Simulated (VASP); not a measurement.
Write the native input for VASP 6.6.1 that does the following.

* Task: band structure
* Functional: PBEsol
* Potentials or basis: VASP PAW PBE potentials, release 64 (Na_pv, Cu)
* Cutoff: 520 eV
* k mesh: 9 × 9 × 7
* Occupations: fermi-dirac, width 0.05 eV
* Spin: no spin polarisation
* Further INCAR settings: ALGO = Normal; EDIFF = 1e-07; NBANDS = 16

The structure of NaCu lies in POSCAR:

```
NaCu
1.0
    2.9422367500      0.0000000000      0.0000000000
    0.0000000000      2.9422367500      0.0000000000
    0.0000000000      0.0000000000      4.0409127600
Na Cu
1 1
Direct
    0.0000000000      0.0000000000      0.0000000000
    0.5000000000      0.5000000000      0.5000000000
```

The cell was built by a generator and needn't be a form met in nature.

These files were run (other wordings do the same):

INCAR

```
ALGO = Normal ; EDIFF = 1E-7
ENCUT = 520 ; GGA = PS
ISIF = 2 ; ISMEAR = -1
LASPH = True ; LCHARG = False
LMAXMIX = 4 ; LREAL = False
LWAVE = False ; NBANDS = 16
NELM = 100 ; PREC = Accurate
SIGMA = 0.05
```

KPOINTS

```
k-points
0
Gamma
  9 9 7
```

KPOINTS_OPT

```
path GXMGZRAZ,XR,MA
15
line-mode
reciprocal
 0.0000000000  0.0000000000  0.0000000000  G
 0.0000000000  0.5000000000  0.0000000000  X

 0.0000000000  0.5000000000  0.0000000000  X
 0.5000000000  0.5000000000  0.0000000000  M

 0.5000000000  0.5000000000  0.0000000000  M
 0.0000000000  0.0000000000  0.0000000000  G

 0.0000000000  0.0000000000  0.0000000000  G
 0.0000000000  0.0000000000  0.5000000000  Z

 0.0000000000  0.0000000000  0.5000000000  Z
 0.0000000000  0.5000000000  0.5000000000  R

 0.0000000000  0.5000000000  0.5000000000  R
 0.5000000000  0.5000000000  0.5000000000  A

 0.5000000000  0.5000000000  0.5000000000  A
 0.0000000000  0.0000000000  0.5000000000  Z

 0.0000000000  0.5000000000  0.0000000000  X
 0.0000000000  0.5000000000  0.5000000000  R

 0.5000000000  0.5000000000  0.0000000000  M
 0.5000000000  0.5000000000  0.5000000000  A
```

Potentials or basis: VASP PAW PBE potentials, release 64 (Na_pv, Cu).

Command:

```console
$ cat potpaw_PBE.64/Na_pv/POTCAR potpaw_PBE.64/Cu/POTCAR > POTCAR
$ mpirun -np 1 vasp_std > vasp.out
```

It gave:

```yaml
Pressure: 0.9 GPa
Band_gap_along_the_path: none (metal or under the smearing width)
```

Caveat: the PAW data sets were made with another functional, which shifts forces and pressure a little.

Wall time 28 s on 1 thread of Intel(R) Xeon(R) Platinum 8488C (Sapphire Rapids) (shared host), peak memory 0.18 GiB.
